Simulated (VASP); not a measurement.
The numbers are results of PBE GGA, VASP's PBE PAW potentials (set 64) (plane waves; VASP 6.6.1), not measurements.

VASP ran on this input.

**INCAR**
```
PSTRESS = 100   # kbar
LMAXMIX = 4
LWAVE = F
GGA = PE
ISMEAR = 1
SYSTEM = Tl
ALGO = Normal
IBRION = 2   # conjugate gradients
EDIFF = 1E-6   # SCF stop (eV)
SIGMA = 0.1   # width (eV)
PREC = Accurate
NELM = 100   # most electronic steps
LASPH = T
LCHARG = F
LREAL = F
ENCUT = 500
ISIF = 3   # ions, shape and volume
EDIFFG = -0.02   # ionic stop
NSW = 40   # most ionic steps
```

**KPOINTS**
```
Regular mesh
0
gamma
12 12 7
0 0 0
```

File POSCAR:
```
Tl
1
    1.7233210726    -2.9848798014     0.0000000000
    1.7233210726     2.9848798014     0.0000000000
    0.0000000000     0.0000000000     5.3515274134
Tl
2
Direct
  0.3333330000   0.6666670000   0.2500000000
  0.6666670000   0.3333330000   0.7500000000
```

POTCAR, in this order: Tl_d (PBE.64 set). Program: vasp_std.

Output of the run:

OSZICAR:
```
...
DAV:   1    -0.902198076459E+01   -0.46757E+01   -0.86231E+01  2607   0.833E+01    0.123E+01
DAV:   2    -0.444053510327E+01    0.45814E+01   -0.11477E+01  2591   0.338E+01    0.380E+00
DAV:   3    -0.399037903134E+01    0.45016E+00   -0.17900E+00  2620   0.131E+01    0.229E+00
DAV:   4    -0.398379635187E+01    0.65827E-02   -0.61550E-02  2651   0.173E+00    0.165E+00
DAV:   5    -0.397925807239E+01    0.45383E-02   -0.21007E-02  2744   0.927E-01    0.328E-01
DAV:   6    -0.397964945062E+01   -0.39138E-03   -0.15326E-03  3001   0.272E-01    0.397E-02
DAV:   7    -0.397968096222E+01   -0.31512E-04   -0.28023E-05  2860   0.523E-02    0.556E-03
DAV:   8    -0.397968206117E+01   -0.10990E-05   -0.15671E-06  2243   0.105E-02    0.336E-03
DAV:   9    -0.397968217864E+01   -0.11747E-06   -0.12465E-07  1338   0.335E-03
   2 F= -.95354572E+00 E0= -.95329438E+00  d E =-.435319E-01
       N       E                     dE             d eps       ncg     rms          rms(c)
DAV:   1    -0.480503947641E+01   -0.82536E+00   -0.12167E+01  2611   0.340E+01    0.463E+00
DAV:   2    -0.424170834384E+01    0.56333E+00   -0.10998E+00  2606   0.920E+00    0.164E+00
DAV:   3    -0.415788380147E+01    0.83825E-01   -0.26826E-01  2601   0.474E+00    0.130E+00
DAV:   4    -0.415472064976E+01    0.31632E-02   -0.10284E-02  2646   0.648E-01    0.147E-01
DAV:   5    -0.415416759146E+01    0.55306E-03   -0.31051E-03  2818   0.520E-01    0.372E-02
DAV:   6    -0.415415214267E+01    0.15449E-04   -0.61311E-05  2668   0.556E-02    0.175E-02
DAV:   7    -0.415415168603E+01    0.45664E-06   -0.22420E-06  2197   0.140E-02
   3 F= -.98098753E+00 E0= -.98093696E+00  d E =-.709737E-01
       N       E                     dE             d eps       ncg     rms          rms(c)
DAV:   1    -0.414977684062E+01    0.43753E-02   -0.13979E-02  2607   0.112E+00    0.154E-01
DAV:   2    -0.414910115950E+01    0.67568E-03   -0.13997E-03  2601   0.337E-01    0.532E-02
DAV:   3    -0.414901035014E+01    0.90809E-04   -0.31855E-04  2606   0.166E-01    0.399E-02
DAV:   4    -0.414901230930E+01   -0.19592E-05   -0.17735E-05  2646   0.262E-02    0.578E-03
DAV:   5    -0.414901108709E+01    0.12222E-05   -0.51553E-06  2582   0.206E-02    0.322E-03
DAV:   6    -0.414901116835E+01   -0.81257E-07   -0.16979E-07  1304   0.352E-03
   4 F= -.98096772E+00 E0= -.98091151E+00  d E =-.709539E-01
       N       E                     dE             d eps       ncg     rms          rms(c)
DAV:   1    -0.415284285154E+01   -0.38318E-02   -0.22583E-01  2707   0.374E+00    0.323E-01
DAV:   2    -0.414937393195E+01    0.34689E-02   -0.24701E-03  2672   0.529E-01    0.190E-01
DAV:   3    -0.414764328628E+01    0.17306E-02   -0.30649E-03  2731   0.564E-01    0.341E-02
DAV:   4    -0.414765558397E+01   -0.12298E-04   -0.19839E-04  2694   0.126E-01    0.102E-02
DAV:   5    -0.414765515157E+01    0.43240E-06   -0.46384E-06  2831   0.228E-02
   5 F= -.98187555E+00 E0= -.98183159E+00  d E =-.907828E-03
       N       E                     dE             d eps       ncg     rms          rms(c)
DAV:   1    -0.414843831578E+01   -0.78273E-03   -0.83072E-02  2708   0.227E+00    0.195E-01
DAV:   2    -0.414717089871E+01    0.12674E-02   -0.91076E-04  2666   0.322E-01    0.115E-01
DAV:   3    -0.414653482244E+01    0.63608E-03   -0.11376E-03  2721   0.344E-01    0.212E-02
DAV:   4    -0.414653976887E+01   -0.49464E-05   -0.74726E-05  2705   0.775E-02    0.623E-03
DAV:   5    -0.414653956636E+01    0.20250E-06   -0.20161E-06  2187   0.154E-02
   6 F= -.98217110E+00 E0= -.98215043E+00  d E =-.120337E-02
       N       E                     dE             d eps       ncg     rms          rms(c)
DAV:   1    -0.415113092391E+01   -0.45912E-02   -0.33168E-01  2685   0.453E+00    0.390E-01
DAV:   2    -0.414605318542E+01    0.50777E-02   -0.37113E-03  2674   0.641E-01    0.230E-01
DAV:   3    -0.414350789378E+01    0.25453E-02   -0.45696E-03  2744   0.687E-01    0.427E-02
DAV:   4    -0.414352582256E+01   -0.17929E-04   -0.29785E-04  2695   0.155E-01    0.126E-02
DAV:   5    -0.414352507513E+01    0.74743E-06   -0.93425E-06  2845   0.327E-02
   7 F= -.98206844E+00 E0= -.98205393E+00  d E =-.110072E-02
       N       E                     dE             d eps       ncg     rms          rms(c)
DAV:   1    -0.414951377102E+01   -0.59879E-02   -0.16325E-01  2685   0.318E+00    0.276E-01
DAV:   2    -0.414699966200E+01    0.25141E-02   -0.18159E-03  2648   0.455E-01    0.162E-01
DAV:   3    -0.414575476430E+01    0.12449E-02   -0.21927E-03  2734   0.478E-01    0.318E-02
DAV:   4    -0.414575987761E+01   -0.51133E-05   -0.14738E-04  2705   0.108E-01    0.865E-03
DAV:   5    -0.414575927741E+01    0.60021E-06   -0.37015E-06  2771   0.201E-02
   8 F= -.98224282E+00 E0= -.98223256E+00  d E =-.127510E-02
       N       E                     dE             d eps       ncg     rms          rms(c)
DAV:   1    -0.414551970603E+01    0.24017E-03   -0.23417E-02  2685   0.120E+00    0.104E-01
DAV:   2    -0.414515722521E+01    0.36248E-03   -0.26228E-04  2663   0.172E-01    0.615E-02
DAV:   3    -0.414497709644E+01    0.18013E-03   -0.32301E-04  2719   0.183E-01    0.117E-02
DAV:   4    -0.414497875987E+01   -0.16634E-05   -0.21415E-05  2685   0.415E-02    0.334E-03
DAV:   5    -0.414497868823E+01    0.71641E-07   -0.59810E-07  1502   0.850E-03
   9 F= -.98223540E+00 E0= -.98222847E+00  d E =-.126767E-02
       N       E                     dE             d eps       ncg     rms          rms(c)
DAV:   1    -0.414555128325E+01   -0.57252E-03   -0.65345E-03  2685   0.636E-01    0.551E-02
DAV:   2    -0.414545116675E+01    0.10012E-03   -0.72964E-05  2664   0.912E-02    0.324E-02
DAV:   3    -0.414540072364E+01    0.50443E-04   -0.89266E-05  2714   0.963E-02    0.625E-03
DAV:   4    -0.414540068909E+01    0.34556E-07   -0.59571E-06  2668   0.218E-02
  10 F= -.98224800E+00 E0= -.98223993E+00  d E =-.128028E-02
       N       E                     dE             d eps       ncg     rms          rms(c)
DAV:   1    -0.414551094034E+01   -0.11022E-03   -0.39545E-04  2677   0.156E-01    0.132E-02
DAV:   2    -0.414550519424E+01    0.57461E-05   -0.40497E-06  2239   0.219E-02    0.781E-03
DAV:   3    -0.414550220344E+01    0.29908E-05   -0.54591E-06  2707   0.239E-02    0.155E-03
DAV:   4    -0.414550214041E+01    0.63027E-07   -0.34584E-07  1301   0.546E-03
  11 F= -.98224806E+00 E0= -.98223952E+00  d E =-.128033E-02
       N       E                     dE             d eps       ncg     rms          rms(c)
DAV:   1    -0.416073108831E+01   -0.15229E-01   -0.70229E-02  2611   0.252E+00    0.345E-01
DAV:   2    -0.415739615721E+01    0.33349E-02   -0.69277E-03  2599   0.747E-01    0.119E-01
DAV:   3    -0.415693313273E+01    0.46302E-03   -0.15848E-03  2636   0.368E-01    0.902E-02
DAV:   4    -0.415691036936E+01    0.22763E-04   -0.84228E-05  2678   0.576E-02    0.116E-02
DAV:   5    -0.415690761781E+01    0.27516E-05   -0.25971E-05  2754   0.465E-02    0.668E-03
DAV:   6    -0.415690724037E+01    0.37744E-06   -0.97361E-07  1330   0.858E-03
  12 F= -.98224971E+00 E0= -.98226648E+00  d E =-.165679E-05
       N       E                     dE             d eps       ncg     rms          rms(c)
DAV:   1    -0.415216169178E+01    0.47459E-02   -0.17813E-02  2603   0.126E+00    0.174E-01
DAV:   2    -0.415130450921E+01    0.85718E-03   -0.17796E-03  2599   0.380E-01    0.599E-02
DAV:   3    -0.415118939094E+01    0.11512E-03   -0.40364E-04  2620   0.186E-01    0.450E-02
DAV:   4    -0.415119135366E+01   -0.19627E-05   -0.22547E-05  2680   0.297E-02    0.659E-03
DAV:   5    -0.415118985257E+01    0.15011E-05   -0.65787E-06  2619   0.233E-02    0.365E-03
DAV:   6    -0.415118994397E+01   -0.91399E-07   -0.21407E-07  1297   0.394E-03
  13 F= -.98228773E+00 E0= -.98229180E+00  d E =-.396740E-04
```

File OUTCAR:
```
------------------------ aborting loop because EDIFF is reached ----------------------------------------
  FORCE on cell =-STRESS in cart. coord.  units (eV):
  Direction    XX          YY          ZZ          XY          YZ          ZX
  --------------------------------------------------------------------------------------
  Total        3.1700140      3.1700144      3.1739342      0.0000000      0.0000000     -0.0000000
  in kB      100.0350836    100.0350981    100.1587939      0.0000000      0.0000000     -0.0000000
  external PRESSURE =       0.0763252 kB  Pullay stress =     100.0000000 kB
  volume of cell :       50.77
      direct lattice vectors                 reciprocal lattice vectors
     1.670018031 -2.892556289  0.000000000     0.299397965 -0.172857483 -0.000000000
     1.670018031  2.892556289  0.000000000     0.299397965  0.172857483  0.000000000
    -0.000000000 -0.000000000  5.255166077    -0.000000000 -0.000000000  0.190288943
 POSITION                                       TOTAL-FORCE (eV/Angst)
 -----------------------------------------------------------------------------------
      1.67002      0.96419      1.31379        -0.000000      0.000000      0.000000
      1.67002     -0.96419      3.94137         0.000000     -0.000000     -0.000000
 -----------------------------------------------------------------------------------
    total drift:                                0.000005      0.000423      0.000010
  FREE ENERGIE OF THE ION-ELECTRON SYSTEM (eV)
  ---------------------------------------------------
  free  energy   TOTEN  =        -4.1511899440 eV

  energy  without entropy=       -4.1512021601  energy(sigma->0) =       -4.15119402
  enthalpy is  TOTEN    =        -0.9822877295 eV   P V=        3.1689022144

 reached required accuracy - stopping structural energy minimisation
```
(Selected blocks of OUTCAR.)

CONTCAR:
```
Tl
   1.00000000000000
     1.6700180310480599   -2.8925562889943186    0.0000000000000000
     1.6700180310480599    2.8925562889943186    0.0000000000000000
    -0.0000000000000000   -0.0000000000000000    5.2551660774241862
  Tl
     2
Direct
     0.3333330000000032    0.6666669999999968    0.2500000000000000
     0.6666669999999968    0.3333330000000032    0.7500000000000000
```

### OUTCAR
```
 val. band max:        7.9976233068   @ k =   0.4167  -0.0000   0.2857

 cond. band min:       8.0399628860   @ k =   0.3333   0.0000   0.4286


 Fermi energy:         8.0133314592

 k-point     1 :       0.0000    0.0000    0.0000
  band No.  band energies     occupation
      1      -4.2187      2.00000
      2      -3.8353      2.00000
      3      -3.8282      2.00000
      4      -3.8282      2.00000
      5      -3.7491      2.00000
      6      -3.7491      2.00000
      7      -3.6968      2.00000
      8      -3.6968      2.00000
      9      -3.2208      2.00000
     10      -3.2208      2.00000
     11      -3.0032      2.00000
     12       3.0557      2.00000
     13       4.6230      2.00000
     14      16.5086      0.00000
     15      16.5086      0.00000
     16      18.3318      0.00000
     17      18.8950      0.00000

 k-point     2 :       0.0833    0.0000    0.0000
  band No.  band energies     occupation
      1      -4.1858      2.00000
      2      -3.8934      2.00000
      3      -3.7900      2.00000
      4      -3.7669      2.00000
      5      -3.7531      2.00000
      6      -3.7198      2.00000
      7      -3.7157      2.00000
      8      -3.7138      2.00000
      9      -3.2629      2.00000
     10      -3.2122      2.00000
     11      -2.8543      2.00000
     12       3.1385      2.00000
     13       4.8232      2.00000
     14      14.8953      0.00000
     15      15.8159      0.00000
     16      17.4624      0.00000
     17      19.3902      0.00000

 k-point     3 :       0.1667    0.0000    0.0000
  band No.  band energies     occupation
      1      -4.1387      2.00000
      2      -3.9298      2.00000
      3      -3.7899      2.00000
      4      -3.7774      2.00000
      5      -3.7639      2.00000
      6      -3.6842      2.00000
      7      -3.6777      2.00000
      8      -3.6154      2.00000
      9      -3.3626      2.00000
     10      -3.1923      2.00000
     11      -2.3940      2.00000
...
```

Energy and stress use the plane-wave basis of the starting cell. Unless said otherwise, spin-orbit coupling is left out, though it shifts the bands of the heavy elements here.

The compound is Tl in the hcp structure. This run relaxes it under an external pressure of 10 GPa. Symmetry was kept, so distortions that lower it aren't found.
